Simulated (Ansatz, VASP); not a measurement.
# ZnGa37O57 (partly crystallised Ga2O3): VASP beside Ansatz, part 2 of 2

One calculation is typed for both programs; each brings its own data sets. How far apart do they land? The structure shown is the start of the Ansatz relaxation below; VASP solves that cell, so the two are compared at the walk's first step.

VASP 6.6.1 and Ansatz 0.2.0.

So far: Starting point; Ansatz: relaxation, PBE.

**3. VASP: single point, PBE, start cell**

Level of this step: PBE, spin-polarised from a ferromagnetic start; plane waves and PAW (Ga_d, Zn, O) (VASP).

The same cell, functional, mesh and smearing now go to VASP, with its own data sets.

Lines of VASP's logs that name or quote its potential files are left out, and so is its time.

Input file INCAR:

```
SYSTEM = ZnGa37O57
PREC = Accurate
ENCUT = 520
EDIFF = 1E-06
NELM = 200
ISMEAR = -1
SIGMA = 0.025
LREAL = Auto
ALGO = Normal
GGA = PE
NBANDS = 488
ISPIN = 2
MAGMOM = -0 -0 -0 0 0 0 -0 -0 -0 -0 -0 -0 0 0 0 0 0 -0 -0 -0 -0 -0 0 -0 -0 0 0 0 0 0 -0 -0 -0 -0 0 0 -0 0.01 0.01 0 0.01 -0 0 -0 -0 0 0.02 0.05 0.33 0.01 0 0 0 0 0 0 0 -0 0 0.04 -0 0 0 0 0.01 0.06 0 0 0 0 -0 0 0 0.17 0 0 0.01 0 0 0 0.02 0.04 0 0 0 0 0 0 0 0.02 0 0 0 0 0.01
LORBIT = 11
LWAVE = .FALSE.
LCHARG = .FALSE.
ISIF = 2
LASPH = .TRUE.
GGA_COMPAT = .FALSE.
NCORE = 2
```

Input file POSCAR:

```
ZnGa37O57
1.0
   10.6453400000      0.0000000000      0.0000000000
    0.0000000000     10.6453400000      0.0000000000
    0.0000000000      0.0000000000     10.6453400000
Ga Zn O
37 1 57
Direct
    0.8830530542      0.0982401689      0.4196578033
    0.6672027385      0.9282183566      0.2385269047
[... 1 atom line left out ...]
    0.8620579521      0.6527081333      0.2985155946
    0.0473540535      0.6827776285      0.0317228008
[... 1 atom line left out ...]
    0.1041676452      0.2295182681      0.2249247088
[... 1 atom line left out ...]
    0.1225794573      0.5088141854      0.4318697195
    0.5781966569      0.6696169404      0.3556673624
    0.6000935621      0.5181328168      0.8260515869
[... 1 atom line left out ...]
    0.0117328333      0.5032530666      0.8194195770
[... 1 atom line left out ...]
    0.5680231914      0.4013868979      0.1916237527
[... 9 atom lines left out ...]
    0.8504472379      0.3682738175      0.3636145017
    0.6074394993      0.2234404913      0.9220560358
    0.7298498686      0.2833916061      0.6484903253
    0.0157721595      0.2601138151      0.9354233871
    0.6175190271      0.7271162781      0.0400644789
[... 3 atom lines left out ...]
    0.8132760438      0.1887586493      0.1405027928
[... 3 atom lines left out ...]
    0.8108712357      0.7723661245      0.7802005385
    0.8142623909      0.4870206118      0.0697864042
[... 1 atom line left out ...]
    0.4447204129      0.6671557696      0.0277022622
[... 1 atom line left out ...]
    0.9537976241      0.5183864489      0.3837829510
[... 1 atom line left out ...]
    0.1612630503      0.2501000438      0.0558554259
[... 1 atom line left out ...]
    0.6753283596      0.2902772481      0.0735814920
[... 2 atom lines left out ...]
    0.8801973446      0.2210168957      0.7044490829
    0.9451365574      0.3002440504      0.2037323373
[... 2 atom lines left out ...]
    0.6662163914      0.5547028089      0.9920960721
[... 1 atom line left out ...]
    0.4045526024      0.4072861928      0.0872870195
[... 1 atom line left out ...]
    0.6776298362      0.7486374320      0.2166206058
    0.7585478717      0.2037229436      0.3238412301
    0.4938217098      0.5468965763      0.2650831256
    0.9218024037      0.4156936274      0.9548591215
[... 1 atom line left out ...]
    0.9064811457      0.1404746114      0.9920866783
    0.7439123598      0.4627095048      0.2360375526
[... 1 atom line left out ...]
    0.7423905671      0.4062340893      0.5190064385
[... 4 atom lines left out ...]
    0.7397790958      0.6658688215      0.4401738225
[... 1 atom line left out ...]
    0.6317975753      0.3439063478      0.7934833458
[... 1 atom line left out ...]
    0.0889966878      0.3388524932      0.7997583919
    0.7552788356      0.0193887654      0.1167459189
    0.1966963949      0.5781872632      0.0285664901
[... 1 atom line left out ...]
    0.4977295230      0.2940817297      0.3206003754
[... 1 atom line left out ...]
    0.9471092516      0.7964235994      0.3484717257
    0.9147476736      0.6226104568      0.1320202079
    0.9610871987      0.2556141936      0.4589425984
    0.0630604565      0.8557735122      0.0885363924
    0.7129034864      0.6146914988      0.7317474125
[... 5 atom lines left out ...]
    0.9468744070      0.4852357933      0.6563435268
[... 1 atom line left out ...]
    0.9759199800      0.6690721010      0.8714423400
    0.7256320606      0.8180668725      0.9331876671
[... 1 atom line left out ...]
    0.1620239466      0.3917582717      0.5573142802
```

Input file KPOINTS:

```
Automatic mesh
0
Gamma
1 1 1
0 0 0
```

PAW data sets: Ga_d, Zn and O (PBE family, release 64).

Started as:

```console
mpirun -np 8 vasp_gam
```

Numbers of over 12 decimals in the logs are rounded to 6 here.

Log:

```text
[banner, memory and clock lines left out]
running    8 mpi-ranks, on    1 nodes
[...]
LDA part: xc-table for (Slater+PW92), standard interpolation
 POSCAR, INCAR and KPOINTS ok, starting setup
[...]
entering main loop
       N       E                     dE             d eps       ncg     rms          rms(c)
DAV:   1     0.237619132016E+05    0.23762E+05   -0.29921E+05  1952   0.343E+03
DAV:   2     0.572061466699E+04   -0.18041E+05   -0.17177E+05  1952   0.102E+03
DAV:   3     0.240013664090E+03   -0.54806E+04   -0.51762E+04  2480   0.385E+02
DAV:   4    -0.567822470828E+03   -0.80784E+03   -0.78601E+03  2344   0.154E+02
[...]
DAV:  27    -0.549459795686E+03    0.85728E-06   -0.29126E-05  2496   0.316E-02    0.195E-02
DAV:  28    -0.549459796186E+03   -0.49987E-06   -0.14781E-05  2168   0.212E-02    0.677E-03
DAV:  29    -0.549459796310E+03   -0.12353E-06   -0.41407E-06  1760   0.108E-02
   1 F= -.54945980E+03 E0= -.54944341E+03  d E =-.327758E-01  mag=     0.9767
```

OUTCAR, selected parts (step 3):

```text
  FREE ENERGIE OF THE ION-ELECTRON SYSTEM (eV)
  ---------------------------------------------------
  free  energy   TOTEN  =      -549.4597963096 eV

  energy  without entropy=     -549.4270205096  energy(sigma->0) =     -549.44340841

 magnetization (x)
# of ion       s       p       d       tot
------------------------------------------
    1       -0.000  -0.000   0.000  -0.000
    2       -0.000   0.000   0.000   0.000
    3       -0.000  -0.000  -0.000  -0.000
    4       -0.001  -0.001   0.001  -0.001
    5       -0.001  -0.000   0.001   0.000
    6       -0.000  -0.000   0.000  -0.000
    7       -0.000  -0.000   0.000  -0.000
    8       -0.001  -0.002   0.001  -0.002
    9       -0.000  -0.000   0.000  -0.000
   10       -0.000  -0.000   0.000  -0.000
   11       -0.000  -0.000   0.000  -0.000
   12       -0.000  -0.000   0.000  -0.000
   13       -0.002  -0.002   0.001  -0.002
[...]
--------------------------------------------------
tot         -0.004   0.732   0.120   0.847
```

The run ends at a pressure of -3.11 GPa, with forces up to 1.7 eV/Å.

**4. Side by side**

Known differences besides the potentials themselves: VASP starts from the moments at which Ansatz ended; the cutoff is 420 eV in Ansatz and 520 eV in VASP (PREC = Accurate, projectors in real space). Total energies have different zeros and are not compared.

Forces on 9 of the 95 atoms, those with the largest forces and the largest differences (eV/Å; atoms numbered as in POSCAR):

```tsv
atom	Ansatz x, y, z	VASP x, y, z
Ga11	0.202, 0.166, 0.596	0.193, 0.172, 0.599
Ga15	0.541, 0.210, -0.165	0.556, 0.201, -0.193
Ga25	-0.284, 0.319, -0.475	-0.299, 0.340, -0.482
O53	-1.247, 0.493, -0.730	-1.287, 0.490, -0.737
O60	1.034, -0.346, -1.230	1.068, -0.386, -1.265
O63	-0.425, -0.062, 1.146	-0.432, -0.050, 1.215
O74	0.105, -0.198, -0.174	0.164, -0.213, -0.196
O81	0.716, 0.758, 0.347	0.753, 0.799, 0.357
O92	0.073, 0.105, -0.144	0.046, 0.149, -0.183
```

The forces differ by 19 meV/Å r.m.s., which is 8.5 % of the r.m.s. force of 0.221 eV/Å (both taken over all components). Moments aren't recorded for both runs of this pair, so they may hold unlike magnetic states.

**5. What came out**

```json
{
 "r.m.s. force difference (single point, PBE, start cell)": "8.5 % of the r.m.s. force"
}
```

What this shows: The r.m.s. force difference is 8.5 % of the r.m.s. force (single point, PBE, start cell), beyond the 3 % picked in this series as the mark of a large difference. What causes the difference of the single point, PBE, start cell pair stays open here. 1 further run of this series is not shown here. Such differences can come from data sets, numerical settings and the points named under the comparisons, not from the functional's error against experiment.

[Lines on the potential files, build, host, timing and source positions are cut from VASP's logs without a mark.]

[Logs are printed without paths, hosts, clocks, repeated set-up lines and the standing remarks that a program may print on its own settings, such as how far it seeks lower states.]

[Hosts, paths, dates, database ids (printed as entryN), source tags and the programs' standing remarks are cut or masked in the printed files.]
